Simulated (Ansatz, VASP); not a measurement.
## One calculation of ScIr3C, two programs

INCAR

```
SYSTEM = ScIr3C
PREC = Accurate
ENCUT = 520
EDIFF = 1E-6
ISMEAR = -1
SIGMA = 0.1
LREAL = .FALSE.
LASPH = .TRUE.
NELM = 100
ALGO = Normal
ISIF = 2
LWAVE = .FALSE.
LCHARG = .FALSE.
GGA = PS
NBANDS = 29
```

KPOINTS

```
regular mesh
0
G
  5 5 5
  0 0 0
```

POSCAR

```
ScIr3C
1.0
    4.6851360000      0.0000000000      0.0000000000
    0.0000000000      4.6851360000      0.0000000000
    0.0000000000      0.0000000000      4.6851360000
Sc Ir C
1 3 1
Direct
   -0.0213440976      0.0000000000      0.0000000000
    0.5000000000      0.0000000000      0.0000000000
    0.0000000000      0.5000000000      0.0000000000
    0.0000000000      0.0000000000      0.5000000000
    0.5000000000      0.5000000000      0.5000000000
```

Input for Ansatz:

```yaml
crystal:
  lattice:
    - [4.685136, 0.0, 0.0]
    - [0.0, 4.685136, 0.0]
    - [0.0, 0.0, 4.685136]
  atoms:
    - { symbol: Sc, position: [-0.021344097588629235, 0.0, 0.0] }
    - { symbol: Ir, position: [0.5, 0.0, 0.0] }
    - { symbol: Ir, position: [0.0, 0.5, 0.0] }
    - { symbol: Ir, position: [0.0, 0.0, 0.5] }
    - { symbol: C, position: [0.5, 0.5, 0.5] }
kpoints:
  mp_grid:
    grid: [5, 5, 5]
hamiltonian:
  xc: pbesol
scf:
  occupations:
    method: fermi_dirac
    width: 0.1
output:
  forces: true
```

The cell comes from a database or a generator and needn't be the stable form of this composition.

Alike in both runs: task single point; functional PBEsol; k mesh 5 × 5 × 5; occupations fermi-dirac, width 0.1 eV; no spin polarisation.

|  | VASP | Ansatz |
| --- | --- | --- |
| version | VASP 6.6.1 | Ansatz 0.2.0 |
| potentials or method | VASP PAW PBE potentials, release 64 (Sc_sv, Ir, C) | plane waves, PAW |
| plane-wave cutoff (eV) | 520 | 420 |
| valence electrons in the cell | 42 | 66 |

Ansatz gave:

```
rms of the force components (eV/Å) : 0.694
```

Problem. Estimate VASP's values.

Solution. rms of the force components (eV/Å): 0.745.

Atom by atom the forces differ by 0.051 eV/Å (rms over components). With one functional, cell and mesh, what is left measures potentials, basis and numerics. The two sets of potentials don't hold the same shells in valence.

Caveats: the PAW data sets were made with another functional, which shifts forces and pressure a little (VASP). Spin-orbit coupling is left out, which matters for the levels of Ir.
